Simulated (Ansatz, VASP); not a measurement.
# Cross-check of AlN between VASP and Ansatz, part 2 of 2

Aim: how closely do two programs agree when they are given the same cell, functional and k mesh? The cell is taken from a series of runs on this material, whose earlier steps may have relaxed, scaled, displaced or heated it; both programs get it as it stands.

VASP 6.6.1 and Ansatz 0.2.0.

So far: The starting structure; VASP: zone-centre phonons, r2SCAN.

## (3) Ansatz: zone-centre phonons, r2SCAN

Level of this step: Ansatz beside VASP: Kohn-Sham DFT, plane waves, r2SCAN (Ansatz).

Ansatz runs on its default PAW (the set named soft_2) files.

The same cell, functional and mesh now go to Ansatz, which takes its cutoff from its data sets.

Contents of input.yaml:

```yaml
crystal:
  lattice:
    - [0.0, 2.1848763105, 2.1848763105]
    - [2.1848763105, 0.0, 2.1848763105]
    - [2.1848763105, 2.1848763105, 0.0]
  atoms:
    - { symbol: Al, position: [0.0, 0.0, 0.0] }
    - { symbol: "N", position: [0.75, 0.75, 0.75] }
kpoints:
  mp_grid: { grid: [8, 8, 8] }
hamiltonian:
  xc: r2scan
scf:
  occupations: { method: fixed }
output:
  eigenvalues: true
phonons:
  method: dfpt
  dielectric: true
  rigid_motions: translations
```

Command:

```bash
ansatz run input.yaml --threads 4 --pin off --max-ram 7168MiB --backend cpu --events-out ev --progress --plain --runs-dir out
```

Numbers of over 12 decimals in the logs are rounded to 6 here.

The program printed:

```text
Engine: ansatz 0.2.0, aarch64-unknown-linux-gnu
Pseudopotentials: kind: paw
Pseudopotential: Al, paw, valence charge 3, recommended cutoff 500 eV (meta_gga), Al.paw.azcp
Pseudopotential: N, paw, valence charge 5, recommended cutoff 500 eV (meta_gga), N.paw.azcp
Functional definition: r2SCAN
  parameter k0 = 0.174
  parameter k1 = 0.065
  parameter a1 = 4.9479
  exchange = r2scan_x(k0 = k0, k1 = k1, a1 = a1)
  correlation = r2scan_c
Crystal: 2 atoms, lattice volume = 20.860 Å³
Basis set: ecut = 500 eV, 531 PW (Γ), exchange–correlation on 144×144×144 points (216 copies of the dense FFT grid, shifted against one another)
Bands: 8, of which v1, the nominal top of the filled ones, is band 4 counted from 1 (3 counted from 0)
Symmetry: 24 space group operations
k-points: 95 of 512 (irreducible under 4 space group operations, time reversal used)
Non-local potential: Al, projectors of the file, l = 0: 2, l = 1: 2, l = 2: 1
Non-local potential: N, projectors of the file, l = 0: 2, l = 1: 2, l = 2: 1
PAW form: soft (Blöchl's): semilocal exchange-correlation on the pseudo side does not see the compensation charge
PAW frozen core: Al, regenerated for the run's functional (the file was generated under x = pbe(κ = 0.804, μ = 0.219515), c = pbe(β = 0.066725))
PAW frozen core: N, regenerated for the run's functional (the file was generated under x = pbe(κ = 0.804, μ = 0.219515), c = pbe(β = 0.066725))
PAW one-centre angular grid: Al, 302 points (default); XC on 160 Gauss nodes
PAW one-centre angular grid: N, 302 points (default); XC on 160 Gauss nodes
Initial density: superposition of atomic densities (neutral atoms: chi_scale 0, normalization atom), corrected by the library's trained network
Initial wavefunctions: pseudopotential atomic-orbital guess
Functional: x = r2scan, c = r2scan; τ floored in thin density (d = 2e-4 eV/Å³)
SCF iter   1: F=—  HF=-928.366732 eV  |F-HF|=—  |Δ(HF+E_count)|=         —  Δρ=6.95e-3  dr2=1.09e-2  dr2_τ=1.56e-1  ethr=1.77e-3  ⟨swp⟩=4.9  Hψ=5061  notcnv=0  defer=38
preconditioner: auto → none  [insulator: Δε(μ)=3.972 eV  Ē_g=16.562 eV  n_scr=0 (ndim 8)  ℏωp=23.0 eV  f_vac=0.000  ε∞_Penn≈2.9]
SCF iter   2: F=—  HF=-928.437329 eV  |F-HF|=—  |Δ(HF+E_count)|=   7.06e-2  Δρ=4.59e-3  dr2=1.93e-3  dr2_τ=2.01e-4  ethr=1.36e-4  ⟨swp⟩=2.3  Hψ=2123  notcnv=0  defer=188
SCF iter   3: F=—  HF=-928.437129 eV  |F-HF|=—  |Δ(HF+E_count)|=   2.00e-4  Δρ=1.04e-3  dr2=1.51e-4  dr2_τ=3.59e-5  ethr=2.41e-5  ⟨swp⟩=2.0  Hψ=952  notcnv=0  defer=188
SCF iter   4: F=—  HF=-928.437106 eV  |F-HF|=—  |Δ(HF+E_count)|=   2.33e-5  Δρ=2.12e-4  dr2=1.02e-5  dr2_τ=5.67e-7  ethr=1.88e-6  ⟨swp⟩=2.9  Hψ=1321  notcnv=0  defer=188
SCF iter   5: F=—  HF=-928.437103 eV  |F-HF|=—  |Δ(HF+E_count)|=   2.92e-6  Δρ=4.87e-5  dr2=5.78e-7  dr2_τ=4.68e-8  ethr=1.28e-7  ⟨swp⟩=2.7  Hψ=1116  notcnv=0
SCF iter   6: F=—  HF=-928.437104 eV  |F-HF|=—  |Δ(HF+E_count)|=   9.78e-7  Δρ=1.73e-5  dr2=7.38e-8  dr2_τ=1.25e-9  ethr=7.23e-9  ⟨swp⟩=2.0  Hψ=1101  notcnv=0
SCF iter   7: F=—  HF=-928.437104 eV  |F-HF|=—  |Δ(HF+E_count)|=   4.80e-9  Δρ=4.07e-6  dr2=4.12e-9  dr2_τ=9.09e-11  ethr=9.22e-10  ⟨swp⟩=2.0  Hψ=1103  notcnv=0
SCF iter   8: F=-928.437104 eV  HF=-928.437104 eV  |F-HF|=4.51e-11  |Δ(HF+E_count)|=  5.34e-10  Δρ=6.06e-7  dr2=8.92e-11  dr2_τ=2.30e-12  ethr=1.25e-12  ⟨swp⟩=5.1  Hψ=4735  notcnv=0
SCF 1 converged in 8 iterations: F = -928.437104 eV  dr2 = 8.92e-11
  greatest PAW one-centre occupation: 0.794 electrons in one spin orbital (limit 2), on the N atom at site 1 (counted from 0), in its partial waves of l = 0
DFPT response loops at Γ: preconditioner auto → none (the input reference at scf.mixing.eps_inf says where Resta's filter doesn't serve); β = 0.50; Broyden in place of MSR1
── the response to a field inside a basis, on 8×8×8 k-points: an SCF that follows is theirs, and a resumed run solves both again ──
Bands: 5, of which v1, the nominal top of the filled ones, is band 4 counted from 1 (3 counted from 0)
k-points: 60 of 512 (irreducible under 6 space group operations, time reversal used)
Initial density: handed on by an earlier stage of this run
Initial wavefunctions: pseudopotential atomic-orbital guess (no wavefunctions were taken with the density)
Eigensolver: Dense (60 Hₖ)
SCF iter   1: F=—  HF=-928.436635 eV  |F-HF|=—  |Δ(HF+E_count)|=         —  Δρ=8.93e-5  dr2=3.26e-7  dr2_τ=4.17e-7  ethr=1.00e-1
preconditioner: auto → none  [insulator: Δε(μ)=4.199 eV  Ē_g=12.332 eV  n_scr=0 (ndim 8)  ℏωp=23.0 eV  f_vac=0.000  ε∞_Penn≈4.5]
SCF iter   2: F=-928.436636 eV  HF=-928.436636 eV  |F-HF|=2.27e-7  |Δ(HF+E_count)|=   3.65e-7  Δρ=4.65e-5  dr2=8.25e-8  dr2_τ=4.22e-8  ethr=4.08e-9
SCF 1 converged in 2 iterations: F = -928.436636 eV  dr2 = 8.25e-8
DFPT response loops at Γ: mixed as the last ones told, above
SCF converged after 8 iterations
Free energy (F): -928.437104 eV
Harris-Foulkes:  -928.437104 eV  (|F-HF|=4.51e-11)
Internal energy: -928.437104 eV  (E = F + TS)
E sigma→0 (E₀):  -928.437104 eV
Fermi energy:    6.691251 eV
--- Per-component energies (eV) ---
  E_band       = 11.407607
  E_kinetic    = 160.460438
  E_local      = -223.559417  (includes V_loc(G=0)·N_el)
  E_nonlocal   = 54.311384
  E_hartree    = 78.217237
  E_xc         = -98.826380
  E_vxc        = -119.110801  (∫ρ·V_xc dr)
  E_paw        = -602.466992  (= ΣΔE_a)
  E_vpaw       = -23.520937  (= ΣTr[D̂ρ^β])
  E_aug_tail   = 0.000016  (compensation charges beyond the density's cutoff)
  E_vtau       = 6.392598  (kinetic-family band-sum trace: ∫τ·v_τ [+ j·A + Jᵃ·Aᵃ] dr)
  E_ewald      = -296.483719
  E_core_change = -0.089673  (= ΣΔE_core)
  E_smearing   = -0.000000  (= −TS)
  E_closure    = 0.000000  (closes the sum)
  Σ components = -928.437104   (vs F -928.437104, Δ=0.00e0)
--- Band table (eV; the first three rows and the last of 95) ---
  k-point 0: bands = ["-9.0457", "6.6913", "6.6913", "6.6913", "11.5332", "20.2126", "20.2126", "20.2126"]
  k-point 1: bands = ["-8.8192", "5.5180", "6.6117", "6.6117", "12.4848", "19.6486", "20.3892", "20.3892"]
  k-point 2: bands = ["-8.2018", "3.4068", "6.4319", "6.4319", "13.8735", "18.6317", "19.9015", "19.9015"]
  k-point 94: bands = ["-6.3676", "2.9094", "3.2007", "4.0131", "13.4036", "19.0334", "19.5528", "19.9566"]
--- Phonons (Γ-DFPT): 2 representative perturbations + reference, on 95 of 512 k-points (Σ response iterations 10) ---
  k mesh reduced under 4 symmetry operations, with k and −k counted as one. Each operation leaves every solved perturbation unchanged. A smaller set is not considered because the functional reads the kinetic-energy density
  ASR residual: 2.638e-4 → 0.000e0 eV/Å²; symmetrization residual: 2.647e-7 eV/Å²
  ASR residual per site (eV/Å²): 7.54e-5 2.64e-4
  Γ frequencies (cm⁻¹): 0.00 0.00 0.00 663.59 663.59 663.59
  ε∞ (high-frequency dielectric tensor):
        4.255703     0.000000     0.000000
        0.000000     4.255703     0.000000
        0.000000     0.000000     4.255703
  ε⁰ (static dielectric tensor: ions relaxed, cell fixed):
        8.017699     0.000000    -0.000000
        0.000000     8.017699     0.000000
       -0.000000     0.000000     8.017699
  ε⁰ − ε∞ (ionic part):
        3.761996     0.000000    -0.000000
        0.000000     3.761996     0.000000
       -0.000000     0.000000     3.761996
  softest optical mode at Γ: 663.59 cm⁻¹; the repairs (sum rule, projections) moved no ω² at Γ by more than (2.27 cm⁻¹)²
  Born effective charges Z* (e; rows j = field, columns β = displacement):
    site 0:
         2.54464    0.00000    0.00000
         0.00000    2.54464    0.00000
        -0.00000    0.00000    2.54464
    site 1:
        -2.54464   -0.00000   -0.00000
        -0.00000   -2.54464   -0.00000
         0.00000   -0.00000   -2.54464
  Z* charge neutrality: 2.509e-4 e pre-enforcement
  solved inside a basis spanned on kpoints, on 8×8×8 k-points, its susceptibility summed on 12×12×12: ε∞ is read to err by 1.0e-2, Z* by 8.3e-3 e (field_mesh: kpoints solves on kpoints); Z* is corrected for what the basis lacks
  optical modes at Γ without the LO–TO term, one row a degenerate level:
      ω (cm⁻¹)  modes    IR ((D/Å)²/amu)
        663.59      3            48.6055
  optical modes at Γ + LO–TO along q̂ = [1.0000, 0.0000, 0.0000]:
      ω (cm⁻¹)  modes    IR ((D/Å)²/amu)
        663.59      2            32.4036
        910.83      1            16.2018
  optical modes at Γ + LO–TO along q̂ = [0.0000, 1.0000, 0.0000]:
      ω (cm⁻¹)  modes    IR ((D/Å)²/amu)
        663.59      2            32.4036
        910.83      1            16.2018
  optical modes at Γ + LO–TO along q̂ = [0.0000, 0.0000, 1.0000]:
      ω (cm⁻¹)  modes    IR ((D/Å)²/amu)
        663.59      2            32.4036
        910.83      1            16.2018
```

Reading the cycles: dr2 is the Hartree energy of the density residual (eV), the measure of convergence; HF is the Harris–Foulkes estimate of the energy, which meets the free energy F at convergence.

## (4) Side by side

Known differences besides the potentials themselves: VASP keeps PBE cores, Ansatz makes them for the functional; fixed occupations in Ansatz, narrow Gaussian smearing in VASP; the cutoff is 500 eV in Ansatz and 660 eV in VASP; VASP uses finite displacements, Ansatz perturbation theory. Total energies have different zeros and are not compared.

Both answers:

```tsv
quantity	Ansatz	VASP	difference
optical mode 1 to 3 (cm⁻¹)	663.6	667.0	-0.52 %
```

Modes are paired by rising frequency, not by their patterns, so a pair may set unlike modes beside each other; they are those without the splitting of longitudinal modes.

## (5) Summary of results

```
r.m.s. difference of the optical zone-centre modes, each program's sorted by frequency (zone-centre phonons, r2SCAN) : 3.4 cm⁻¹
difference in optical mode 1 to 3 (zone-centre phonons, r2SCAN)                                                      : -0.5 %
```

What this shows: The r.m.s. difference of the optical zone-centre modes, each program's sorted by frequency is 3.4 cm⁻¹ (zone-centre phonons, r2SCAN). Among the rows given in per cent, the largest difference of the zone-centre phonons, r2SCAN pair is in optical mode 1 to 3, -0.5 %. How closely two codes agree says nothing of how well the functional describes the real material.

[Lines on the potential files, build, host, timing and source positions are cut from VASP's logs without a mark.]

[Logs are printed without paths, hosts, clocks, repeated set-up lines and the standing remarks that a program may print on its own settings, such as how far it seeks lower states.]

[Hosts, paths, dates, database ids (printed as entryN), source tags and the programs' standing remarks are cut or masked in the printed files.]
